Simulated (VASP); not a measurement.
The system is Si2W.

```
CELL_PARAMETERS angstrom
-1.60690 1.60690 3.91495
1.60690 -1.60690 3.91495
1.60690 1.60690 -3.91495
ATOMIC_POSITIONS crystal
Si 0.33470 0.33470 0.00000
Si 0.66530 0.66530 0.00000
W 0.00000 0.00000 0.00000
```

```yaml
Program: VASP 6.6.1
Task: relaxation of cell and atoms
Functional: PBE
Potentials_or_basis: VASP PAW PBE potentials, release 64 (Si, W_sv)
Cutoff: 520 eV
k_mesh: 18 × 18 × 18
Occupations: gaussian, width 0.1 eV
Spin: collinear spin, ferromagnetic start
Starting_moments: "[0, 0, 1] μB"
```

At the start: pressure 3.4 GPa; volume 13.48 Å³/atom.

Where does the relaxation end?

Over 8 steps the energy falls by 2.1 meV/atom and the volume is 13.68 Å³/atom (+1.5 %); space group I4/mmm (No. 139, to 0.05 Å); moment 0.00 μB per cell.

The path:
```csv
step,energy change (eV),largest force (eV/Å),pressure (GPa),volume (Å³)
1,0.0000,0.0626,3.37,40.44
2,0.0135,0.1026,-5.53,42.12
3,-0.0062,0.0000,-0.01,41.03
4,-0.0062,0.0012,0.06,41.02
5,-0.0062,0.0010,0.04,41.03
6,-0.0062,0.0011,0.05,41.02
7,-0.0062,0.0010,-0.06,41.04
8,-0.0062,0.0003,0.01,41.03
```

Final structure:
```
Si W
1.0
    -1.61484    1.61484    3.93357
     1.61484   -1.61484    3.93357
     1.61484    1.61484   -3.93357
Si W
2 1
Direct
  0.33456 0.33456 0.00000
  0.66544 0.66544 0.00000
  0.00000 0.00000 0.00000
```
